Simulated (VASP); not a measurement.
All values below come from PBE GGA, VASP's PBE PAW potentials (set 64) (plane waves; VASP 6.6.1).

The input files of a VASP run:

File POSCAR:
```
Zn16C
1
    5.3549079946     0.0000000000     0.0000000000
    2.6774534940     4.6374863440     0.0000000000
    0.0000000000     0.0000000000    21.0581613024
Zn C
16 1
Direct
  0.8280719761   0.3426437227   0.3206190147
  0.3292833011   0.3426437227   0.3206190147
  0.8283659257   0.8432671488   0.3205435863
  0.3286470907   0.8427048186   0.3172348825
  0.9922606907   0.0120145776   0.4382125298
  0.4957247318   0.0120145776   0.4382125298
  0.9929014262   0.5141971477   0.4380248786
  0.4957848817   0.5084302367   0.4374972819
  0.8240438863   0.3524442503   0.5543746064
  0.3235108635   0.3524442503   0.5543746064
  0.8291007848   0.8417974304   0.5576213143
  0.3272515092   0.8454959816   0.5534514275
  0.9871308446   0.9693541782   0.6646000118
  0.5435149770   0.9693541782   0.6646000118
  0.0459894920   0.4080210160   0.7160221270
  0.4813420624   0.5373158752   0.7189365395
  0.2637395562   0.9725208875   0.7276456371
```

**KPOINTS**
```
Automatic mesh
0
Gamma
6 6 1
0 0 0
```

### INCAR
```
SYSTEM  =  Zn16C
PREC  =  Normal; ENCUT  =  400; LREAL  =  .FALSE.
LASPH  =  .TRUE.
EDIFF  =  1E-6; NELM  =  100; NELMIN  =  4
ALGO  =  Normal; LMAXMIX  =  4
ISMEAR  =  1; SIGMA  =  0.1
GGA  =  PE
LWAVE  =  .FALSE.; LCHARG  =  .FALSE.; LORBIT  =  11
LVHAR  =  .TRUE.
DIPOL  =  0.5 0.5 0.5
LDIPOL  =  .TRUE.; IDIPOL  =  3
```

POTCAR, in this order: Zn C (PBE.64 set). Program: vasp_std. Read from the step before: WAVECAR.

Question: Predict the energy per atom (σ→0), band gap (on the k-mesh).

Answer: 
The energy per atom (σ→0) is -1.297 eV/atom and the band gap (on the k-mesh) is none (metal, semimetal or under 0.01 eV).

**OSZICAR**
```
       N       E                     dE             d eps       ncg     rms          rms(c)
DAV:   1    -0.220456816458E+02   -0.22046E+02   -0.14778E-04  3567   0.325E-01    0.184E-02
DAV:   2    -0.220458964110E+02   -0.21477E-03   -0.16312E-03  4413   0.926E-01    0.513E-02
DAV:   3    -0.220456473790E+02    0.24903E-03   -0.88384E-04  3139   0.632E-01    0.219E-03
DAV:   4    -0.220456485990E+02   -0.12199E-05   -0.11905E-05  3549   0.264E-02    0.281E-03
DAV:   5    -0.220456488795E+02   -0.28049E-06   -0.31105E-06  2645   0.119E-02
   1 F= -.22045649E+02 E0= -.22047787E+02  d E =0.641468E-02
```

The cell is a thin slab with vacuum, built from Zn (hcp): (001) face, C adsorbed.
